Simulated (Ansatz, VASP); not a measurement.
# SnSe2: VASP beside Ansatz

One calculation is typed for both programs; each brings its own data sets. How far apart do they land? The cell is generated by rule, not measured, and may not be a known phase. The cell is taken from a series of runs on this material, whose earlier steps may have relaxed, scaled, displaced or heated it; both programs get it as it stands.

Main program and level: Ansatz 0.2.0; plane waves, with VASP 6.6.1 beside it; r2SCAN.

The structure was built from a prototype and need not be the compound's stable phase.

## (1) Starting point

Symmetry: Pm, No. 6, monoclinic system. The conventional cell has a = 6.484 Å, b = 3.970 Å, c = 6.484 Å, α = 90.00°, β = 90.00°, γ = 90.00°. Nearest to Sn lie 6 Se at 2.59 to 3.06 Å. Nearest to Sn lie 6 Se at 2.61 to 2.98 Å. Nearest to Se lie 3 Sn at 2.59 to 2.75 Å. Se has 3 Sn at 2.61 to 3.06 Å nearest. Se has 3 Sn at 2.72 to 2.76 Å nearest. Nearest to Se lie 3 Sn at 2.69 to 2.98 Å. Farther neighbours and most contacts between anions are not listed.

Structure file:

```cif
data_structure
_symmetry_space_group_name_H-M 'Pm'
_symmetry_Int_Tables_number 6
_cell_length_a 6.4844
_cell_length_b 3.9703
_cell_length_c 6.4844
_cell_angle_alpha 90.000
_cell_angle_beta 90.000
_cell_angle_gamma 90.000
_cell_volume 166.94
loop_
_atom_site_label
_atom_site_type_symbol
_atom_site_symmetry_multiplicity
_atom_site_Wyckoff_symbol
_atom_site_fract_x
_atom_site_fract_y
_atom_site_fract_z
_atom_site_occupancy
Sn1 Sn 1 a 0.03632 0.00000 0.02138 1
Sn2 Sn 1 b 0.52941 0.50000 0.49822 1
Se1 Se 1 a 0.29090 0.00000 0.32860 1
Se2 Se 1 a 0.67700 0.00000 0.71469 1
Se3 Se 1 b 0.77360 0.50000 0.15667 1
Se4 Se 1 b 0.15970 0.50000 0.77058 1
```

## (2) Ansatz: single point, r2SCAN

Ansatz runs on its default PAW (the set named soft_2) files.

With cell and atoms fixed, the geometry can't cause a difference; cores, projectors, grids and the points listed under the comparison can.

File input.yaml:

```yaml
crystal:
  lattice:
    - [6.4844249796, 0.0, 0.0]
    - [0.0, 6.4844249796, 0.0]
    - [0.0, 0.0, 3.9702852424]
  atoms:
    - { symbol: Sn, position: [0.0363152563, 0.0213778857, 0.0] }
    - { symbol: Sn, position: [0.529410253, 0.4982169873, 0.5] }
    - { symbol: Se, position: [0.2909024975, 0.3286007723, 0.0] }
    - { symbol: Se, position: [0.676996406, 0.7146946807, 0.0] }
    - { symbol: Se, position: [0.7736039713, 0.1566716229, 0.5] }
    - { symbol: Se, position: [0.1596978797, 0.7705777144, 0.5] }
kpoints:
  mp_grid: { grid: [6, 6, 12] }
hamiltonian:
  xc: r2scan
scf:
  occupations: { method: methfessel_paxton, width: 0.2 }
output:
  forces: true
  stress: true
  eigenvalues: true
  write_density: true
  write_potential: true
  elf: true
  volumetric_format: npy
```

The run is started by

```bash
$ ansatz run input.yaml --threads 8 --pin off --max-ram 14336MiB --backend cpu --events-out ev --progress --plain --runs-dir out
```

Numbers of over 12 decimals in the logs are rounded to 6 here.

The program printed:

```text
Engine: ansatz 0.2.0, aarch64-unknown-linux-gnu
Pseudopotentials: kind: paw
Pseudopotential: Sn, paw, valence charge 14, recommended cutoff 500 eV (meta_gga), Sn.paw.azcp
Pseudopotential: Se, paw, valence charge 16, recommended cutoff 500 eV (meta_gga), Se.paw.azcp
Functional definition: r2SCAN
  parameter k0 = 0.174
  parameter k1 = 0.065
  parameter a1 = 4.9479
  exchange = r2scan_x(k0 = k0, k1 = k1, a1 = a1)
  correlation = r2scan_c
Crystal: 6 atoms, lattice volume = 166.942 Å³
Basis set: ecut = 500 eV, 4235 PW (Γ), exchange–correlation on 192×192×120 points (64 copies of the dense FFT grid, shifted against one another)
Bands: 56, of which v1, the nominal top of the filled ones, is band 46 counted from 1 (45 counted from 0)
Symmetry: 2 space group operations
Space group: Pm (ITA 6), of the structure as read, at distance tolerance 5.5e-5 Å
k-points: 140 of 432 (time reversal used)
Non-local potential: Sn, projectors of the file, l = 0: 2, l = 1: 2, l = 2: 2, l = 3: 2
Non-local potential: Se, projectors of the file, l = 0: 2, l = 1: 2, l = 2: 3, l = 3: 1
PAW form: soft (Blöchl's): semilocal exchange-correlation on the pseudo side does not see the compensation charge
PAW frozen core: Sn, regenerated for the run's functional (the file was generated under x = pbe(κ = 0.804, μ = 0.219515), c = pbe(β = 0.066725))
PAW frozen core: Se, regenerated for the run's functional (the file was generated under x = pbe(κ = 0.804, μ = 0.219515), c = pbe(β = 0.066725))
PAW one-centre angular grid: Sn, 590 points (default); XC on 249 of its mesh's 2787 points in the sphere
PAW one-centre angular grid: Se, 590 points (default); XC on 160 Gauss nodes
Initial density: superposition of atomic densities (neutral atoms: chi_scale 0, normalization atom), corrected by the library's trained network
Initial wavefunctions: pseudopotential atomic-orbital guess
Functional: x = r2scan, c = r2scan; τ floored in thin density (d = 2e-4 eV/Å³)
SCF iter   1: F=—  HF=-33991.181069 eV  |F-HF|=—  |Δ(HF+E_count)|=         —  Δρ=7.21e-3  dr2=1.36e-1  dr2_τ=1.44e-2  ethr=1.77e-3  ⟨swp⟩=7.2  Hψ=30728  notcnv=0
preconditioner: auto → Kerker (q_TF=auto, 2.470 Å⁻¹)  [metal: Δε(μ)=0.041 eV  Ē_g=10.363 eV  σ=0.200 eV  W_gap=0.17  n_scr=38 (ndim 8)  ℏωp=16.3 eV  f_vac=0.100  D(μ)=0.59/eV (n_scr^D=0)]
SCF iter   2: F=—  HF=-33991.189919 eV  |F-HF|=—  |Δ(HF+E_count)|=   8.85e-3  S|Δr|=    0.00e0  Δρ=4.18e-3  dr2=5.39e-2  dr2_τ=3.07e-4  ethr=1.48e-4  ⟨swp⟩=2.6  Hψ=15057  notcnv=0
SCF iter   3: F=—  HF=-33991.181206 eV  |F-HF|=—  |Δ(HF+E_count)|=   8.71e-3  S|Δr|=    0.00e0  Δρ=1.28e-3  dr2=7.60e-3  dr2_τ=4.28e-5  ethr=5.85e-5  ⟨swp⟩=2.2  Hψ=9592  notcnv=0
SCF iter   4: F=—  HF=-33991.179651 eV  |F-HF|=—  |Δ(HF+E_count)|=   1.55e-3  S|Δr|=    0.00e0  Δρ=5.85e-4  dr2=1.27e-3  dr2_τ=8.35e-6  ethr=8.26e-6  ⟨swp⟩=2.9  Hψ=13481  notcnv=0
SCF iter   5: F=—  HF=-33991.179619 eV  |F-HF|=—  |Δ(HF+E_count)|=   3.22e-5  S|Δr|=    0.00e0  Δρ=2.14e-4  dr2=2.77e-4  dr2_τ=1.57e-6  ethr=1.38e-6  ⟨swp⟩=2.0  Hψ=9022  notcnv=0
SCF iter   6: F=—  HF=-33991.179630 eV  |F-HF|=—  |Δ(HF+E_count)|=   1.07e-5  S|Δr|=    0.00e0  Δρ=1.25e-4  dr2=3.87e-5  dr2_τ=8.39e-7  ethr=3.01e-7  ⟨swp⟩=2.0  Hψ=11046  notcnv=0
SCF iter   7: F=—  HF=-33991.179660 eV  |F-HF|=—  |Δ(HF+E_count)|=   3.05e-5  S|Δr|=    0.00e0  Δρ=5.34e-5  dr2=6.83e-6  dr2_τ=8.82e-8  ethr=4.21e-8  ⟨swp⟩=2.0  Hψ=12888  notcnv=0  defer=22
SCF iter   8: F=—  HF=-33991.179664 eV  |F-HF|=—  |Δ(HF+E_count)|=   3.30e-6  S|Δr|=    0.00e0  Δρ=1.63e-5  dr2=6.72e-7  dr2_τ=3.35e-8  ethr=7.42e-9  ⟨swp⟩=2.0  Hψ=13846  notcnv=0  defer=22
SCF iter   9: F=—  HF=-33991.179663 eV  |F-HF|=—  |Δ(HF+E_count)|=   3.08e-7  S|Δr|=    0.00e0  Δρ=8.92e-6  dr2=2.07e-7  dr2_τ=3.10e-9  ethr=7.30e-10  ⟨swp⟩=2.0  Hψ=13846  notcnv=0  defer=22
SCF iter  10: F=-33991.179663 eV  HF=-33991.179663 eV  |F-HF|=4.96e-9  |Δ(HF+E_count)|=   1.10e-7  S|Δr|=    0.00e0  Δρ=2.64e-6  dr2=2.62e-8  dr2_τ=2.25e-10  ethr=1.09e-10  ⟨swp⟩=14.1  Hψ=52261  notcnv=0
SCF 1 converged in 10 iterations: F = -33991.179663 eV  dr2 = 2.62e-8
  greatest PAW one-centre occupation: 1.000 electrons in one spin orbital (limit 2), on the Se atom at site 3 (counted from 0), in its partial waves of l = 2
SCF converged after 10 iterations
Stability not checked: this state was not tested for a lower state beside it, because cold or Methfessel-Paxton smearing, or corrected tetrahedra, fill the levels in a way that the test cannot read (fill_not_monotonic; see scf.lower_state_search)
Free energy (F): -33991.179663 eV
Harris-Foulkes:  -33991.179663 eV  (|F-HF|=4.96e-9)
Internal energy: -33991.181753 eV  (E = F + TS)
E sigma→0 (E₀):  -33991.180186 eV
Entropy (-TS):   0.002090 eV (0.348 meV/atom)
Fermi energy:    7.279646 eV
Step filling:    the computed levels leave a gap of 0.0150 eV = 0.1 smearing widths at the electron count; against every level under it full and every level over it empty, smearing changes F+E_penalty+E_count by +0.857 meV and its σ→0 estimate by +0.334 meV
--- Per-component energies (eV) ---
  E_band       = -1888.484572
  E_kinetic    = 845.873546
  E_local      = -12373.540799  (includes V_loc(G=0)·N_el)
  E_nonlocal   = -2444.517012
  E_hartree    = 6295.089403
  E_xc         = -1138.211659
  E_vxc        = -626.037753  (∫ρ·V_xc dr)
  E_paw        = -16027.436076  (= ΣΔE_a)
  E_vpaw       = 86.121923  (= ΣTr[D̂ρ^β])
  E_aug_tail   = -0.000835  (compensation charges beyond the density's cutoff)
  E_vtau       = 33.441738  (kinetic-family band-sum trace: ∫τ·v_τ [+ j·A + Jᵃ·Aᵃ] dr)
  E_ewald      = -9142.849879
  E_core_change = -5.588441  (= ΣΔE_core)
  E_smearing   = 0.002090  (= −TS)
  E_closure    = -0.000000  (closes the sum)
  Σ components = -33991.179663   (vs F -33991.179663, Δ=0.00e0)
--- Forces (eV/Å), atoms counted from 1 ---
  atom   1  Sn    -0.07755363    -0.36772323     0.00000000
  atom   2  Sn     0.14926470    -0.04931161     0.00000000
  atom   3  Se     0.13128867     0.36737775     0.00000000
  atom   4  Se    -0.20150033    -0.08355404     0.00000000
  atom   5  Se     0.14892921    -0.12139906     0.00000000
  atom   6  Se    -0.15042886     0.25460685     0.00000000
  max |Σ_I F_I| component: 3.34e-6 eV/Å
--- Stress (GPa, compression-positive) ---
       -0.172861       1.694681       0.000000
        1.694681      -0.288748       0.000000
        0.000000       0.000000      -0.811635
  P = ⅓ Tr σ = -0.4244 GPa (-4.244 kbar)
--- Band table (eV; the first three rows and the last of 140) ---
  k-point 0: bands = [... 42 lower, 6.1823, 6.2652, 6.6837, 6.8705, 7.4522, 8.7420, 10.2705, 10.3519, ... 6 higher]
  k-point 1: bands = [... 42 lower, 5.8646, 6.7602, 6.8778, 7.0026, 7.4160, 8.9917, 10.5830, 10.7005, ... 6 higher]
  k-point 2: bands = [... 42 lower, 5.1448, 6.7090, 6.8976, 7.2693, 7.6342, 9.4832, 10.7748, 11.2777, ... 6 higher]
  k-point 139: bands = [... 42 lower, 6.1049, 6.1985, 6.3880, 6.3946, 7.6421, 7.7194, 11.3696, 11.5177, ... 6 higher]
```

Reading the cycles: dr2 is the Hartree energy of the density residual (eV), the measure of convergence; HF is the Harris–Foulkes estimate of the energy, which meets the free energy F at convergence.

The run ends at a pressure of -0.42 GPa, with forces up to 0.39 eV/Å.

## (3) VASP: single point, r2SCAN

The same cell, functional, mesh and smearing now go to VASP, with its own data sets.

Lines of VASP's logs that name or quote its potential files are left out, and so is its time.

File INCAR:

```
SYSTEM = SnSe2
PREC = Accurate
ENCUT = 550
EDIFF = 1E-06
NELM = 120
ISMEAR = 1
SIGMA = 0.2
LREAL = .FALSE.
ALGO = Normal
METAGGA = R2SCAN
LASPH = .TRUE.
NBANDS = 32
LORBIT = 11
LWAVE = .FALSE.
LCHARG = .FALSE.
ISIF = 2
GGA_COMPAT = .FALSE.
LMIXTAU = .TRUE.
KPAR = 2
```

File POSCAR:

```
SnSe2
1.0
    6.4844249796      0.0000000000      0.0000000000
    0.0000000000      6.4844249796      0.0000000000
    0.0000000000      0.0000000000      3.9702852424
Sn Se
2 4
Direct
    0.0363152563      0.0213778857      0.0000000000
    0.5294102530      0.4982169873      0.5000000000
    0.2909024975      0.3286007723      0.0000000000
    0.6769964060      0.7146946807      0.0000000000
    0.7736039713      0.1566716229      0.5000000000
    0.1596978797      0.7705777144      0.5000000000
```

File KPOINTS:

```
Automatic mesh
0
Gamma
6 6 12
0 0 0
```

PAW data sets: Sn_d and Se (PBE family, release 64).

The run is started by

```bash
$ mpirun -np 2 vasp_std
```

The program printed:

```text
[banner, memory and clock lines left out]
running    2 mpi-ranks, on    1 nodes
 distrk:  each k-point on    1 cores,    2 groups
 distr:  one band on    1 cores,    1 groups

 POSCAR found type information on POSCAR SnSe
 POSCAR found :  2 types and       6 ions
|                                                                             |
|               ----> ADVICE to this user running VASP <----                  |
|                                                                             |
|     You enforced a specific xc type in the INCAR file but a different       |
|     [... a line on the potential file left out ...]
|     I HOPE YOU KNOW WHAT YOU ARE DOING!                                     |
|                                                                             |

 LDA part: xc-table for (None), standard interpolation
 POSCAR, INCAR and KPOINTS ok, starting setup
 FFT: planning ... GRIDC
 FFT: planning ... GRID_SOFT
 FFT: planning ... GRID
 WAVECAR not read
 entering main loop
       N       E                     dE             d eps       ncg     rms          rms(c)
DAV:   1     0.427049290814E+03    0.42705E+03   -0.24303E+04  9136   0.200E+03
DAV:   2    -0.384083701891E+02   -0.46546E+03   -0.45326E+03  9152   0.513E+02
DAV:   3    -0.113540161759E+03   -0.75132E+02   -0.73512E+02 10896   0.178E+02
DAV:   4    -0.117344737863E+03   -0.38046E+01   -0.37791E+01 10792   0.431E+01
DAV:   5    -0.117449322114E+03   -0.10458E+00   -0.10454E+00 13080   0.753E+00    0.782E+00
DAV:   6    -0.112219734430E+03    0.52296E+01   -0.34995E+00 12640   0.230E+01    0.531E+00
DAV:   7    -0.106304576134E+03    0.59152E+01   -0.17951E+00 10296   0.706E+00    0.180E+00
DAV:   8    -0.107959554828E+03   -0.16550E+01   -0.13421E+00 10176   0.712E+00    0.105E+00
DAV:   9    -0.107986092433E+03   -0.26538E-01   -0.23378E-01  9792   0.299E+00    0.634E-01
DAV:  10    -0.108010814588E+03   -0.24722E-01   -0.30875E-02 10792   0.135E+00    0.341E-01
DAV:  11    -0.108097907004E+03   -0.87092E-01   -0.14628E-01  9128   0.266E+00    0.185E-01
DAV:  12    -0.108104808469E+03   -0.69015E-02   -0.98221E-03 10888   0.624E-01    0.188E-01
DAV:  13    -0.108107506658E+03   -0.26982E-02   -0.68092E-04 10184   0.205E-01    0.124E-01
DAV:  14    -0.108113761994E+03   -0.62553E-02   -0.52671E-03  9376   0.595E-01    0.809E-02
DAV:  15    -0.108113944372E+03   -0.18238E-03   -0.13763E-03 12080   0.256E-01    0.984E-02
DAV:  16    -0.108113811915E+03    0.13246E-03   -0.93907E-05 10264   0.829E-02    0.695E-02
DAV:  17    -0.108114062516E+03   -0.25060E-03   -0.31184E-04 10208   0.132E-01    0.456E-03
DAV:  18    -0.108114106792E+03   -0.44276E-04   -0.34317E-05 10152   0.381E-02    0.107E-02
DAV:  19    -0.108114115894E+03   -0.91026E-05   -0.40419E-06  8872   0.175E-02    0.795E-03
DAV:  20    -0.108114116833E+03   -0.93824E-06   -0.16573E-06  6464   0.919E-03
   1 F= -.10811412E+03 E0= -.10811482E+03  d E =0.209556E-02
```

Parts of OUTCAR (step 3):

```text
ion  position               nearest neighbor table
   1  0.036  0.021  0.000-   3 2.59   6 2.69   6 2.69   5 2.76   5 2.76   4 3.06
   2  0.529  0.498  0.500-   4 2.61   4 2.61   5 2.72   3 2.75   3 2.75   6 2.98
   3  0.291  0.329  0.000-   1 2.59   2 2.75   2 2.75
   4  0.677  0.715  0.000-   2 2.61   2 2.61   1 3.06
   5  0.774  0.157  0.500-   2 2.72   1 2.76   1 2.76
   6  0.160  0.771  0.500-   1 2.69   1 2.69   2 2.98

  LATTYP: Found a simple tetragonal cell.
 ALAT       =     6.4844249796
 C/A-ratio  =     0.6122802338

 Subroutine GETGRP returns: Found  2 space group operations
 (whereof  2 operations were pure point group operations)

The static configuration has the point symmetry C_1h.

 Found    140 irreducible k-points:

   k-points           NKPTS =    140   k-points in BZ     NKDIM =    140   number of bands    NBANDS=     32

   dimension x,y,z NGX =    50 NGY =   50 NGZ =   30
   dimension x,y,z NGXF=   100 NGYF=  100 NGZF=   60

   ENCUT  =  550.0 eV  40.42 Ry    6.36 a.u.  12.40 12.40  7.59*2*pi/ulx,y,z

   NELECT =      52.0000    total number of electrons

 k-points in reciprocal lattice and weights: Automatic mesh
   0.00000000  0.00000000  0.00000000       0.002
   0.16666667  0.00000000  0.00000000       0.005
   0.00000000  0.16666667  0.00000000       0.005
   0.33333333  0.00000000  0.00000000       0.005
   0.00000000  0.33333333  0.00000000       0.005
   0.50000000  0.00000000  0.00000000       0.002
   0.00000000  0.50000000  0.00000000       0.002
   0.16666667  0.16666667  0.00000000       0.005
  -0.16666667  0.16666667  0.00000000       0.005
[...]
-0.33333333  0.50000000  0.50000000       0.005
   0.50000000  0.50000000  0.50000000       0.002

 average (electrostatic) potential at core
       1-109.3583       2-109.3748       3 -58.7169       4 -58.5340       5 -58.6641
       6 -58.5469

 E-fermi :   3.6289

 k-point     1 :       0.0000    0.0000    0.0000
  band No.  band energies     occupation
    ...
     22       2.4223      2.00000
     23       2.5271      2.00000
     24       2.6109      2.00000
     25       3.0333      2.00021
     26       3.2190      2.01356
     27       3.8032     -0.01216
     28       5.0908     -0.00000
     29       6.6172     -0.00000
     30       6.6971     -0.00000
     31       7.4043     -0.00000
    ...

 k-point     2 :       0.1667    0.0000    0.0000
  band No.  band energies     occupation
    ...
     23       2.5082      2.00000
     24       2.6483      2.00000
     25       3.0183      2.00014
     26       3.4239      2.05506
     27       3.6677      0.67843
     28       5.0732     -0.00000
     29       6.6622     -0.00000
     30       6.7789     -0.00000
     31       7.5127     -0.00000
     32       8.6224      0.00000

 k-point     3 :       0.0000    0.1667    0.0000
  band No.  band energies     occupation
    ...
     23       2.4156      2.00000
     24       2.7013      2.00000
     25       2.9875      2.00006
     26       3.4316      2.04739
     27       3.6794      0.58731
     28       5.1435     -0.00000
     29       6.4821     -0.00000
     30       6.9438     -0.00000
     31       7.5055     -0.00000
     32       8.4653      0.00000

  Total       -0.1783790     -0.2891068     -0.8086374      1.7651593      0.0000000      0.0000000
  in kB       -1.7119441     -2.7746248     -7.7606793     16.9406414      0.0000000      0.0000000
  external PRESSURE =      -4.0824161 kB  Pullay stress =       0.0000000 kB

  energy-cutoff  :      550.00
  volume of cell :      166.94
      direct lattice vectors                 reciprocal lattice vectors
     6.484424980  0.000000000  0.000000000     0.154215679  0.000000000  0.000000000
     0.000000000  6.484424980  0.000000000     0.000000000  0.154215679  0.000000000
     0.000000000  0.000000000  3.970285242     0.000000000  0.000000000  0.251871072

 POSITION                                       TOTAL-FORCE (eV/Angst)
 -----------------------------------------------------------------------------------
      0.23548      0.13862      0.00000        -0.081221     -0.366971      0.000000
      3.43292      3.23065      1.98514         0.147486     -0.050330      0.000000
      1.88634      2.13079      0.00000         0.131158      0.367489      0.000000
      4.38993      4.63438      0.00000        -0.196610     -0.078187      0.000000
      5.01638      1.01593      1.98514         0.147821     -0.122473      0.000000
      1.03555      4.99675      1.98514        -0.148635      0.250473      0.000000
 -----------------------------------------------------------------------------------
    total drift:                               -0.002137     -0.000961     -0.000002

  FREE ENERGIE OF THE ION-ELECTRON SYSTEM (eV)
  ---------------------------------------------------
  free  energy   TOTEN  =      -108.1141168326 eV

  energy  without entropy=     -108.1162123947  energy(sigma->0) =     -108.11481535

 total charge
# of ion       s       p       d       tot
------------------------------------------
    1        1.064   0.985  10.074  12.124
    2        1.060   0.989  10.082  12.131
    3        1.471   2.384   0.024   3.879
    4        1.480   2.354   0.026   3.861
    5        1.477   2.344   0.022   3.843
    6        1.482   2.329   0.023   3.834
--------------------------------------------------
tot          8.035  11.385  20.252  39.672

[... 3 further parts left out ...]
```

The run ends at a pressure of -0.41 GPa, with forces up to 0.39 eV/Å.

## (4) Comparison

Known differences besides the potentials themselves: VASP keeps PBE cores, Ansatz makes them for the functional; the data sets hold 92 valence electrons in Ansatz (on its default PAW (the set named soft_2) files) and 52 in VASP; the cutoff is 500 eV in Ansatz and 550 eV in VASP. Total energies have different zeros and are not compared.

The two programs side by side:

| quantity | Ansatz | VASP | difference |
| --- | --- | --- | --- |
| pressure (GPa) | -0.42 | -0.41 | -0.02 |

Forces (eV/Å; atoms numbered as in POSCAR):

| atom | Ansatz x, y, z | VASP x, y, z |
| --- | --- | --- |
| Sn1 | -0.078, -0.368, 0.000 | -0.081, -0.367, 0.000 |
| Sn2 | 0.149, -0.049, 0.000 | 0.147, -0.050, 0.000 |
| Se3 | 0.131, 0.367, 0.000 | 0.131, 0.367, 0.000 |
| Se4 | -0.202, -0.084, 0.000 | -0.197, -0.078, 0.000 |
| Se5 | 0.149, -0.121, 0.000 | 0.148, -0.122, 0.000 |
| Se6 | -0.150, 0.255, 0.000 | -0.149, 0.250, 0.000 |

The forces differ by 2.3 meV/Å r.m.s., which is 1.4 % of the r.m.s. force of 0.164 eV/Å (both taken over all components).

## (5) Outcome

```
r.m.s. force difference (single point, r2SCAN) : 2.3 meV/Å
```

The r.m.s. force difference is 2.3 meV/Å (single point, r2SCAN), within the 12 meV/Å picked in this series as the mark of a large difference. The data sets hold unlike numbers of valence electrons (92 in Ansatz and 52 in VASP), so part of the differences may come from the potentials. How closely two codes agree says nothing of how well the functional describes the real material.

[Lines on the potential files, build, host, timing and source positions are cut from VASP's logs without a mark.]

[Logs are printed without paths, hosts, clocks, repeated set-up lines and the standing remarks that a program may print on its own settings, such as how far it seeks lower states.]

[Hosts, paths, dates, database ids (printed as entryN), source tags and the programs' standing remarks are cut or masked in the printed files.]
